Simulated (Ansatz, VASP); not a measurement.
**Two plane-wave programs on TaIn**

```xyz
2
Lattice="0.0000 2.8108 2.8108 2.8108 0.0000 2.8108 2.8108 2.8108 0.0000" Properties=species:S:1:pos:R:3 pbc="T T T"
Ta    2.8108    2.8108    2.8108
In    0.0000    0.0000    0.0000
```

Alike in both runs: functional PBE; k mesh 6 × 6 × 6; occupations gaussian, width 0.1 eV; no spin polarisation.

Ansatz relaxed the structure, and its values are those at the end. VASP's run is a single point on that final structure, the one shown.

|  | VASP | Ansatz |
| --- | --- | --- |
| version | VASP 6.6.1 | Ansatz 0.2.0 |
| potentials or method | VASP PAW PBE potentials, release 64 (Ta_pv, In_d) | scalar-relativistic, plane waves, PAW |
| plane-wave cutoff (eV) | 520 | 420 |
| valence electrons in the cell | 24 | 26 |

|  | VASP | Ansatz | Ansatz less VASP |
| --- | --- | --- | --- |
| gap on the k mesh at the Fermi level (eV) | none | none | - |
| pressure (GPa) | -0.1 | -0.1 | 0.00 |

A gap of «none» marks a metal or a gap that the smearing closes. The two sets of potentials don't hold the same shells in valence.

The runs have no spin-orbit coupling, so splittings on Ta are missing.
